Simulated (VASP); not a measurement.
Set up this calculation in VASP 6.6.1, as the native input.

* Task: relaxation of cell and atoms
* Functional: PBE
* Potentials or basis: VASP PAW PBE potentials, release 64 (Sn_d, Bi_d, O)
* Cutoff: 520 eV
* k mesh: 4 × 4 × 4
* Occupations: gaussian, width 0.15 eV
* Spin: no spin polarisation
* Further INCAR settings: PREC = Normal; ALGO = Fast; EDIFF = 0.0001; IBRION = 2; EDIFFG = -0.08; NSW = 24; ISIF = 3

The structure of Sn2Bi2O lies in POSCAR:

```
Sn2Bi2O
1.0
   -2.6152721200      2.6152721200      5.0286358500
    2.6152721200     -2.6152721200      5.0286358500
    2.6152721200      2.6152721200     -5.0286358500
Sn Bi O
2 2 1
Direct
    0.7582625700      0.7582625700      0.0000000000
    0.2417374300      0.2417374300      0.0000000000
    0.5000000000      0.0000000000      0.5000000000
    0.0000000000      0.5000000000      0.5000000000
    0.5000000000      0.5000000000      0.0000000000
```

The cell was built by a generator and needn't be a form met in nature.

One way to write it, as run:

INCAR

```
SYSTEM = Sn2Bi2O
PREC = Normal
ENCUT = 520
EDIFF = 1E-4
ISMEAR = 0
SIGMA = 0.15
LREAL = .FALSE.
LASPH = .TRUE.
NELM = 60
ALGO = Fast
ISIF = 3
LWAVE = .FALSE.
LCHARG = .FALSE.
GGA = PE
IBRION = 2
NSW = 24
EDIFFG = -0.08
```

KPOINTS

```
regular mesh
0
G
  4 4 4
  0 0 0
```

Potentials or basis: VASP PAW PBE potentials, release 64 (Sn_d, Bi_d, O).

Run with:

```console
$ cat potpaw_PBE.64/Sn_d/POTCAR potpaw_PBE.64/Bi_d/POTCAR potpaw_PBE.64/O/POTCAR > POTCAR
$ mpirun -np 1 vasp_std > vasp.out
```

It gave:

```json
{
  "Relaxed volume": "25.31 Å³/atom",
  "Relaxed cell": "a = 6.343 Å, b = 6.343 Å, c = 6.343 Å, α = 134.80°, β = 134.80°, γ = 65.84°",
  "Space group after relaxing (to 0.05 Å)": "I4/mmm (No. 139)",
  "Energy gained by relaxing": "60.6 meV/atom",
  "Ionic steps": "15",
  "Pressure after relaxing": "-0.2 GPa",
  "Largest force after relaxing": "0.055 eV/Å",
  "Band gap on the k mesh": "none (metal or under the smearing width)"
}
```

Caveat: the k mesh is coarse (spacing up to 0.42 Å⁻¹), so the values aren't converged; spin-orbit coupling is left out, which moves the levels of the heavy elements; the relaxation stopped at a loose force limit of 0.08 eV/Å, so its end isn't a converged minimum.

It took 6.7 min on 1 thread of Intel(R) Xeon(R) Platinum 8259CL CPU @ 2.50GHz (Skylake/Cascade Lake) (shared host), peak memory 0.25 GiB.
